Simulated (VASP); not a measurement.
Sr (fcc): computed properties

Method: PBEsol GGA, VASP's PBE PAW potentials (set 64) (plane waves; VASP).

| Property | Value |
|---|---|
| space group | Fm-3m (225) |
| cell | a = 5.9095 Å, b = 5.9095 Å, c = 5.9095 Å, α = 90.00°, β = 90.00°, γ = 90.00° |
| volume per atom | 51.59 Å³/atom |
| band gap (over mesh and band path) | none (metal, semimetal or under 0.01 eV) |
| Hill bulk modulus | 12.6 GPa |
| Hill shear modulus | 3.8 GPa |
| Poisson's ratio | 0.362 |
| density | 2.82 g/cm³ |
| C11 | 13.4 GPa |
| C12 | 12.2 GPa |
| C44 | 10.1 GPa |

Space group Fm-3m (No. 225); a = 5.9095 Å, b = 5.9095 Å, c = 5.9095 Å, α = 90.00°, β = 90.00°, γ = 90.00°

| atom | site | symmetry | x | y | z |
|---|---|---|---|---|---|
| Sr | 4a | m-3m | 0.0000 | 0.0000 | 0.0000 |
(The calculation used a cell of 1 atom; values per cell refer to that cell.)

Measured: a 6.045 Å at 0 K (computed value off by -2.2 %), as given by Gábor I. Csonka et al., Physical Review B (2009), arXiv:0903.4037 [low-temperature or extrapolated to 0 K; zero-point anharmonic expansion removed].  Finite-difference elastic constants of metals are sensitive to mesh and smearing; shear constants can be off by tens of GPa.

The compound is Sr in the fcc structure. It was relaxed first, which changed the volume by -8 %. Symmetry was kept, so distortions that lower it aren't found.
